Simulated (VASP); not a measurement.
Given:

```
CELL_PARAMETERS angstrom
      1.59129    -2.75619     0.00000
      1.59129     2.75619     0.00000
      0.00000     0.00000    12.92237
ATOMIC_POSITIONS crystal
  W  0.33333 0.66667 0.25000
  W  0.66667 0.33333 0.75000
  S  0.33333 0.66667 0.87072
  S  0.66667 0.33333 0.37072
  S  0.66667 0.33333 0.12928
  S  0.33333 0.66667 0.62928
```

Method: r2SCAN meta-GGA, VASP's PBE PAW potentials (set 64) (plane waves; VASP). Run with 400 eV cut-off, 9×9×2 Γ-centred mesh, tetrahedra with Blöchl corrections, potentials W_sv S.

The cores are frozen, which limits the accuracy of field gradients.

Give the principal components of the electric field gradient (V/Å²) and the asymmetry η at each nucleus.

```csv
atom,Vxx,Vyy,Vzz,η
W1,76.8,76.8,-153.5,0.00
W2,76.8,76.8,-153.5,0.00
S3,24.2,24.2,-48.3,0.00
S4,24.2,24.2,-48.3,0.00
S5,24.2,24.2,-48.3,0.00
S6,24.2,24.2,-48.3,0.00
```

The compound is WS2 in the 2H layered structure. It was relaxed first, which changed the volume by +7 %.
